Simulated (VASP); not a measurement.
Set up this calculation in VASP 6.6.1, as the native input.

| Property | Result |
| --- | --- |
| Task | relaxation of cell and atoms |
| Functional | RPBE |
| Potentials or basis | VASP PAW PBE potentials, release 64 (Sn_d, Te) |
| Cutoff | 600 eV |
| k mesh | 12 × 12 × 12 |
| Occupations | gaussian, width 0.1 eV |
| Spin | no spin polarisation |
| Further INCAR settings | ALGO = Normal; EDIFF = 1e-07; IBRION = 2; EDIFFG = -0.005; NSW = 90; ISIF = 3 |

The structure of SnTe lies in POSCAR:

```
SnTe
1.0
    0.0000000000      3.1858130700      3.1858130700
    3.1858130700      0.0000000000      3.1858130700
    3.1858130700      3.1858130700      0.0000000000
Sn Te
1 1
Direct
    0.0000000000      0.0000000000      0.0000000000
    0.5000000000      0.5000000000      0.5000000000
```

The cell is a database's computed one.

The input as run:

INCAR

```
SYSTEM = SnTe
PREC = Accurate ; ENCUT = 600
EDIFF = 1E-7 ; ISMEAR = 0
SIGMA = 0.1 ; LREAL = .FALSE.
LASPH = .TRUE. ; NELM = 60
ALGO = Normal ; ISIF = 3
LWAVE = .FALSE. ; LCHARG = .FALSE.
GGA = RP ; IBRION = 2
NSW = 90 ; EDIFFG = -0.005
```

KPOINTS

```
regular mesh
0
G
  12 12 12
  0 0 0
```

Potentials or basis: VASP PAW PBE potentials, release 64 (Sn_d, Te).

Launch:

```sh
$ cat potpaw_PBE.64/Sn_d/POTCAR potpaw_PBE.64/Te/POTCAR > POTCAR
$ mpirun -np 1 vasp_std > vasp.out
```

It gave:

```
Relaxed volume                         : 34.05 Å³/atom
Relaxed cell                           : a = 4.584 Å, b = 4.584 Å, c = 4.584 Å, α = 60.00°, β = 60.00°, γ = 60.00°
Space group after relaxing (to 0.05 Å) : Fm-3m (No. 225)
Energy gained by relaxing              : 10.8 meV/atom
Ionic steps                            : 3
Pressure after relaxing                : 0.0 GPa
Band gap on the k mesh                 : 0.17 eV, direct
```

Caveat: the PAW data sets were made with another functional, which shifts forces and pressure a little; spin-orbit coupling is left out, which moves the levels of the heavy elements.

Run time: 62 s on 1 thread of Intel(R) Xeon(R) 6975P-C (Granite Rapids) (shared host), peak memory 0.28 GiB.
